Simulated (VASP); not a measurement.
An input for Quantum ESPRESSO's pw.x (written as the equivalent of a VASP run, and not itself run):

```
&CONTROL
  calculation = 'vc-relax'
  pseudo_dir = './pseudo'
  outdir = './out'
  tprnfor = .true.
  tstress = .true.
  nstep = 60
  forc_conv_thr = 0.00039
/
&SYSTEM
  ibrav = 0
  nat = 2
  ntyp = 2
  ecutwfc = 88
  occupations = 'smearing'
  smearing = 'gaussian'
  degauss = 0.003675
  input_dft = 'vdw-df-cx'
/
&ELECTRONS
  conv_thr = 7.3e-08
  electron_maxstep = 100
/
&IONS
/
&CELL
/
ATOMIC_SPECIES
  Na 22.990 Na.upf
  Cl 35.450 Cl.upf
CELL_PARAMETERS angstrom
     0.0000000    2.8200000    2.8200000
     2.8200000    0.0000000    2.8200000
     2.8200000    2.8200000    0.0000000
ATOMIC_POSITIONS crystal
  Na   0.0000000  0.0000000  0.0000000
  Cl   0.5000000  0.5000000  0.5000000
K_POINTS automatic
  7 7 7 0 0 0
```

Task: Translate this input to VASP (INCAR, KPOINTS, POSCAR, choice of POTCAR).

Result: One answer among several that fit: 
INCAR:
```
PREC  =  Accurate
LUSE_VDW  =  T
IBRION  =  2   ! conjugate gradients
LREAL  =  F   ! projection in real space or not
ALGO  =  Normal
LWAVE  =  F
SYSTEM  =  NaCl
LASPH  =  T
NELM  =  100   ! most electronic steps
EDIFFG  =  -0.01
ENCUT  =  520   ! plane-wave cut-off (eV)
EDIFF  =  1E-6
NSW  =  60
ISIF  =  3   ! ions, shape and volume
LCHARG  =  F
GGA  =  CX
AGGAC  =  0.0
ISMEAR  =  0
SIGMA  =  0.05
```

POSCAR:
```
NaCl
1
    0.0000000000     2.8200000000     2.8200000000
    2.8200000000     0.0000000000     2.8200000000
    2.8200000000     2.8200000000     0.0000000000
Na Cl
1 1
Direct
  0.0000000000   0.0000000000   0.0000000000
  0.5000000000   0.5000000000   0.5000000000
```

File KPOINTS:
```
kpoints
0
G
  7 7 7
0 0 0
```

POTCAR, in this order: Na_pv Cl (PBE.64 set). Program: vasp_std.

Limits of the translation: the potentials are each code's own (VASP's PAW set, PseudoDojo norm-conserving files in pw.x), so ENCUT and ecutwfc are chosen apart and not converted; conv_thr bounds pw.x's estimated SCF error, while EDIFF bounds the energy change between steps; forc_conv_thr acts on force components and is met together with etot_conv_thr.

The compound is NaCl in the rock salt structure. This run relaxes it. Symmetry was kept, so distortions that lower it aren't found.
